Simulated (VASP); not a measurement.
Runs of VASP 6.6.1 on Sn. The structure is cubic, space group Fd-3m (No. 227). The conventional cell has a = 6.537 Å, b = 6.537 Å, c = 6.537 Å, α = 90.00°, β = 90.00°, γ = 90.00°. Around Sn (site symmetry -43m) lie 4 Sn at 2.83 Å. This isn't the form of Sn at room conditions, which is tetragonal (white tin).

```csv
task,level,potentials or basis,spin,cell,k mesh,cutoff (eV),pressure (GPa)
relaxation of cell and atoms,PBEsol,"VASP PAW PBE potentials, release 64 (Sn_d)",off,relaxed,10 × 10 × 10,600,0.0
band structure,LDA,"VASP PAW LDA potentials, release 64 (Sn_d)",off,as given,10 × 10 × 10,520,-1.2
band structure,PBEsol,"VASP PAW PBE potentials, release 64 (Sn_d)","SOC, no magnetisation",as given,6 × 6 × 6,520,(a)
band structure,PBEsol,"VASP PAW PBE potentials, release 64 (Sn_d)",off,as given,10 × 10 × 10,520,0.0
```

Alike in all rows: smearing gaussian 0.03 eV.

Question: Fill in the values left out.

Answer: (a) 0.1.

Caveats: the PAW data sets were made with another functional, which shifts forces and pressure a little (some runs); the relaxation stopped at its first step, so nothing moved (some runs).
